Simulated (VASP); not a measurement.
Output of a VASP run:

File OSZICAR:
```
       N       E                     dE             d eps       ncg     rms          rms(c)
DAV:   1    -0.485814578731E+01   -0.48581E+01   -0.93203E+02  1495   0.344E+02
DAV:   2    -0.689750948387E+01   -0.20394E+01   -0.18776E+01  1895   0.309E+01
DAV:   3    -0.691861286949E+01   -0.21103E-01   -0.21122E-01  1860   0.357E+00
DAV:   4    -0.691870161339E+01   -0.88744E-04   -0.88744E-04  2025   0.233E-01
DAV:   5    -0.691870232032E+01   -0.70694E-06   -0.70642E-06  1940   0.169E-02    0.308E+00
DAV:   6    -0.672989510188E+01    0.18881E+00   -0.10199E-01  2015   0.226E+00    0.193E+00
DAV:   7    -0.701659548054E+01   -0.28670E+00   -0.75142E-02  1755   0.199E+00    0.701E-01
DAV:   8    -0.668581671240E+01    0.33078E+00   -0.10156E-01  1745   0.229E+00    0.229E-01
DAV:   9    -0.674312607373E+01   -0.57309E-01   -0.42157E-02  1490   0.120E+00    0.114E-01
DAV:  10    -0.674443883212E+01   -0.13128E-02   -0.12999E-03  2080   0.313E-01    0.183E-01
DAV:  11    -0.674549849531E+01   -0.10597E-02   -0.15019E-04  1900   0.102E-01    0.146E-01
DAV:  12    -0.674355614116E+01    0.19424E-02   -0.46979E-04  1700   0.158E-01    0.535E-02
DAV:  13    -0.674355398071E+01    0.21605E-05   -0.45161E-05  1960   0.671E-02    0.457E-02
DAV:  14    -0.674356817153E+01   -0.14191E-04   -0.44071E-06  1530   0.262E-02    0.510E-02
DAV:  15    -0.674355932198E+01    0.88495E-05   -0.96324E-06  1530   0.314E-02    0.645E-02
DAV:  16    -0.674355599476E+01    0.33272E-05   -0.12658E-05  1810   0.365E-02    0.674E-02
DAV:  17    -0.674355678763E+01   -0.79287E-06   -0.60042E-07  1820   0.873E-03    0.465E-02
DAV:  18    -0.674356157475E+01   -0.47871E-05   -0.10801E-06  1480   0.138E-02    0.339E-03
DAV:  19    -0.674356136839E+01    0.20636E-06   -0.28705E-07  1485   0.722E-03    0.408E-03
DAV:  20    -0.674356082980E+01    0.53859E-06   -0.71649E-08  1070   0.345E-03    0.296E-03
DAV:  21    -0.674356029125E+01    0.53854E-06   -0.33254E-08   810   0.217E-03    0.403E-04
DAV:  22    -0.674356032112E+01   -0.29871E-07   -0.17449E-09   790   0.601E-04
   1 F= -.67435603E+01 E0= -.67436339E+01  d E =0.220835E-03
```

OUTCAR:
```
------------------------ aborting loop because EDIFF is reached ----------------------------------------
  FORCE on cell =-STRESS in cart. coord.  units (eV):
  Direction    XX          YY          ZZ          XY          YZ          ZX
  --------------------------------------------------------------------------------------
  Total        0.0470365      0.0470365      0.0470365      0.0000000     -0.0000000      0.0000000
  in kB        4.7729213      4.7729213      4.7729213      0.0000000     -0.0000000      0.0000000
  external PRESSURE =       4.7729213 kB  Pullay stress =       0.0000000 kB
  volume of cell :       15.79
      direct lattice vectors                 reciprocal lattice vectors
     0.000000000  1.991179858  1.991179858    -0.251107401  0.251107401  0.251107401
     1.991179858  0.000000000  1.991179858     0.251107401 -0.251107401  0.251107401
     1.991179858  1.991179858  0.000000000     0.251107401  0.251107401 -0.251107401
 POSITION                                       TOTAL-FORCE (eV/Angst)
 -----------------------------------------------------------------------------------
      0.00000      0.00000      0.00000         0.000000     -0.000000      0.000000
 -----------------------------------------------------------------------------------
    total drift:                               -0.000000     -0.000000     -0.000000
  FREE ENERGIE OF THE ION-ELECTRON SYSTEM (eV)
  ---------------------------------------------------
  free  energy   TOTEN  =        -6.7435603211 eV

  energy  without entropy=       -6.7437811562  energy(sigma->0) =       -6.74363393
```
(Selected blocks of OUTCAR.)

**POSCAR**
```
Al
1
    0.0000000000     1.9911798582     1.9911798582
    1.9911798582     0.0000000000     1.9911798582
    1.9911798582     1.9911798582     0.0000000000
Al
1
Direct
  0.0000000000   0.0000000000   0.0000000000
```

Q: Reconstruct the remaining input files.

A: Several could match; the one computed here: the input of the run itself, r2SCAN meta-GGA, plane waves, VASP's PBE PAW potentials (set 64).

### KPOINTS
```
Automatic mesh
0
Gamma
16 16 16
0 0 0
```

INCAR:
```
! general
SYSTEM =Al
PREC   =Accurate
ENCUT  =520   ! plane-wave cut-off (eV)
LREAL  =.False.   ! projection in real space or not
LASPH  =.True.   ! aspherical one-centre terms

! electronic loop
EDIFF  =1E-7   ! SCF stop (eV)
NELM   =100   ! most electronic steps
ALGO   =Normal
LMIXTAU=.True.

! smearing
ISMEAR =1
SIGMA  =0.1

! functional
METAGGA=R2SCAN

! ions
ISIF   =2

! output
LWAVE  =.False.
LCHARG =.False.
```

POTCAR, in this order: Al (PBE.64 set). Program: vasp_std.

The compound is Al in the fcc structure. It was relaxed first.
